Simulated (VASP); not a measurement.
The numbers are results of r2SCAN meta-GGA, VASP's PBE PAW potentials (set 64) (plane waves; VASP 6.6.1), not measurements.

VASP ran on this input.

KPOINTS:
```
Automatic mesh
0
Gamma
12 12 12
0 0 0
```

POSCAR:
```
RuAl
1
    2.9816318972     0.0000000000     0.0000000000
    0.0000000000     2.9816318972    -0.0074540797
    0.0000000000    -0.0074540797     2.9816318972
Al Ru
1 1
Direct
  0.5000000000   0.5000000000   0.5000000000
  0.0000000000   0.0000000000   0.0000000000
```

### INCAR
```
# general
SYSTEM  = RuAl
PREC    = Accurate
ENCUT   = 480   # plane-wave cut-off (eV)
LREAL   = F   # projection in real space or not
LASPH   = T

# electronic loop
EDIFF   = 1E-7   # SCF stop (eV)
NELM    = 100   # most electronic steps
ALGO    = Normal
LMAXMIX = 4
LMIXTAU = T

# smearing
ISMEAR  = 1   # Methfessel-Paxton
SIGMA   = 0.1

# functional
METAGGA = R2SCAN

# ions
ISIF    = 2   # forces and stress, cell fixed

# output
LWAVE   = F
LCHARG  = F
```

POTCAR, in this order: Al Ru_pv (PBE.64 set). Program: vasp_std.

Q: Predict the energy per atom (σ→0), band gap (on the k-mesh).

A: 
The energy per atom (σ→0) comes out as -16.807 eV/atom. The band gap (on the k-mesh) comes out as none (metal, semimetal or under 0.01 eV).

File OSZICAR:
```
...
DAV:  10    -0.336149879949E+02    0.12193E-03   -0.34378E-03  8176   0.720E-01    0.152E-01
DAV:  11    -0.336150326246E+02   -0.44630E-04   -0.48211E-04  8436   0.263E-01    0.263E-02
DAV:  12    -0.336149661795E+02    0.66445E-04   -0.55928E-05  7868   0.912E-02    0.818E-03
DAV:  13    -0.336149490133E+02    0.17166E-04   -0.12778E-05  8716   0.430E-02    0.715E-03
DAV:  14    -0.336149495776E+02   -0.56423E-06   -0.10265E-06  8256   0.130E-02    0.262E-03
DAV:  15    -0.336149494366E+02    0.14100E-06   -0.18859E-07  6280   0.523E-03    0.127E-03
DAV:  16    -0.336149495072E+02   -0.70610E-07   -0.12041E-07  5232   0.409E-03
   1 F= -.33614950E+02 E0= -.33614900E+02  d E =-.148708E-03
```

The compound is RuAl in the CsCl type structure. This cell was strained or had an atom moved on purpose. The electron count is odd and the run is not spin-polarised, which forces a metal.
